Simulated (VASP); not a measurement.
A VASP calculation is set up with these files.

File POSCAR:
```
Si
1
    0.0000000000     2.7155000000     2.7155000000
    2.7155000000     0.0000000000     2.7155000000
    2.7155000000     2.7155000000     0.0000000000
Si
2
Direct
  0.0000000000   0.0000000000   0.0000000000
  0.2500000000   0.2500000000   0.2500000000
```

**INCAR**
```
SYSTEM = Si
PREC = Accurate
ENCUT = 400
EDIFF = 1E-6
NELM = 100
ALGO = Normal
LREAL = .FALSE.
LASPH = .TRUE.
ISMEAR = 0
SIGMA = 0.05
LWAVE = .FALSE.
LCHARG = .FALSE.
ISIF = 2
METAGGA = R2SCAN
LEPSILON = .TRUE.
```

**KPOINTS**
```
Automatic mesh
0
Gamma
6 6 6
0 0 0
```

POTCAR, in this order: Si (PBE.64 set). Program: vasp_std.

What VASP printed:

**standard output**
```
 POSCAR found type information on POSCAR Si
 POSCAR found :  1 types and       2 ions
 Reading from existing POTCAR
 Reading from existing POTCAR

 -----------------------------------------------------------------------------
|                                                                             |
|               ----> ADVICE to this user running VASP <----                  |
|                                                                             |
|     You enforced a specific xc type in the INCAR file but a different       |
|     type was found in the POTCAR file.                                      |
|     I HOPE YOU KNOW WHAT YOU ARE DOING!                                     |
|                                                                             |
 -----------------------------------------------------------------------------

 LDA part: xc-table for (None), standard interpolation
 POSCAR, INCAR and KPOINTS ok, starting setup
 WAVECAR not read
 entering main loop
       N       E                     dE             d eps       ncg     rms          rms(c)
DAV:   1    -0.371934433307E+01   -0.37193E+01   -0.30229E+03   256   0.650E+02
DAV:   2    -0.185372164095E+02   -0.14818E+02   -0.14683E+02   408   0.764E+01
DAV:   3    -0.186955457644E+02   -0.15833E+00   -0.15833E+00   320   0.988E+00
DAV:   4    -0.186963026392E+02   -0.75687E-03   -0.75687E-03   416   0.828E-01
DAV:   5    -0.186963028528E+02   -0.21357E-06   -0.21357E-06   320   0.140E-02    0.604E+00
DAV:   6    -0.175333449779E+02    0.11630E+01   -0.14378E-01   280   0.283E+00    0.417E+00
DAV:   7    -0.175302460254E+02    0.30990E-02   -0.16350E-01   312   0.257E+00    0.332E-01
DAV:   8    -0.175292238130E+02    0.10222E-02   -0.49386E-03   304   0.504E-01    0.378E-01
DAV:   9    -0.175293466225E+02   -0.12281E-03   -0.32482E-04   368   0.188E-01    0.680E-02
DAV:  10    -0.175293640232E+02   -0.17401E-04   -0.54510E-06   368   0.235E-02    0.732E-03
DAV:  11    -0.175293690520E+02   -0.50287E-05   -0.89946E-07   224   0.844E-03    0.238E-03
DAV:  12    -0.175293689945E+02    0.57468E-07   -0.47963E-08   184   0.180E-03
   1 F= -.17529369E+02 E0= -.17529369E+02  d E =-.480610E-11

 -----------------------------------------------------------------------------
|                                                                             |
|     EEEEEEE  RRRRRR   RRRRRR   OOOOOOO  RRRRRR      ###     ###     ###     |
|     E        R     R  R     R  O     O  R     R     ###     ###     ###     |
|     E        R     R  R     R  O     O  R     R     ###     ###     ###     |
|     EEEEE    RRRRRR   RRRRRR   O     O  RRRRRR       #       #       #      |
|     E        R   R    R   R    O     O  R   R                               |
|     E        R    R   R    R   O     O  R    R      ###     ###     ###     |
|     EEEEEEE  R     R  R     R  OOOOOOO  R     R     ###     ###     ###     |
|                                                                             |
|     You have switched on METAGGA and linear-response routines. This         |
|     combination is currently not supported. If you have selected            |
|     LEPSILON=.TRUE., you can try using LCALCEPS=.TRUE. instead. In all      |
|     other cases, VASP will stop. SOOO sorry...                              |
|                                                                             |
|       ---->  I REFUSE TO CONTINUE WITH THIS SICK JOB ... BYE!!! <----       |
|                                                                             |
 -----------------------------------------------------------------------------
```

Q: Read the log: what went wrong, and how is it fixed?

A: The cause: LEPSILON was set with a meta-GGA. VASP stops with an error: You have switched on METAGGA and linear-response routines. This combination is currently not supported. If you have selected LEPSILON=.TRUE., you can try using LCALCEPS=.TRUE. instead. In all other cases, VASP will stop. SOOO sorry... ----> I REFUSE TO CONTINUE WITH THIS SICK JOB ... BYE!!! <---- To mend it, use a GGA with LEPSILON, or finite fields (LCALCEPS) with the meta-GGA. The plain static run on this cell (PBE GGA, plane waves, VASP's PBE PAW potentials (set 64)) converges, and its OSZICAR ends with
```
   1 F= -.10820774E+02 E0= -.10820774E+02  d E =-.320666E-11
```

The compound is Si in the diamond structure. The cell was not relaxed at this level.
